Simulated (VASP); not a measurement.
Runs of VASP 6.6.1 on NiSb. The structure is hexagonal, space group P6_3/mmc (No. 194). Conventional cell: a = 3.930 Å, b = 3.930 Å, c = 5.116 Å, α = 90.00°, β = 90.00°, γ = 120.00°. Ni (site symmetry -3m) is surrounded by 2 Ni at 2.56 Å and 6 Sb at 2.60 Å. Sb (site symmetry -6m2) has 6 Ni at 2.60 Å as nearest neighbours. The cell is a database's computed one.

```tsv
task	level	potentials or basis	cell	k mesh	cutoff (eV)	gap on the mesh (eV)	pressure (GPa)	moment (μB)	relaxed volume (Å³/atom)
single point	PBEsol	VASP PAW PBE potentials, release 64 (Ni, Sb)	as given	12 × 12 × 8	520	none	(a)	0.00	-
relaxation of cell and atoms	PBE	VASP PAW PBE potentials, release 64 (Ni, Sb)	relaxed	12 × 12 × 8	600	none	0.0	0.00	17.62
relaxation of cell and atoms	PBE+D3(BJ)	VASP PAW PBE potentials, release 64 (Ni, Sb)	relaxed	12 × 12 × 8	600	none	0.0	0.00	16.94
relaxation of cell and atoms	LDA	VASP PAW LDA potentials, release 64 (Ni, Sb)	relaxed	12 × 12 × 8	600	none	0.0	0.00	16.40
relaxation of cell and atoms	PBEsol	VASP PAW PBE potentials, release 64 (Ni, Sb)	relaxed	6 × 6 × 4	600	none	0.0	0.00	(b)
```

Alike in all rows: spin collinear, ferromagnetic start; smearing gaussian 0.1 eV.

**Question.** Fill in the values left out.

**Answer.** (a) -1.9; (b) 16.86.

Caveats: the PAW data sets were made with another functional, which shifts forces and pressure a little (some runs); pairwise dispersion overbinds metals, which lowers pressure and volume (some runs).

A k mesh can miss the band edges, and the runs leave out spin-orbit coupling on Sb.

A gap of «none» marks a metal or a gap under the smearing width.

Not every run made on this cell is shown here.
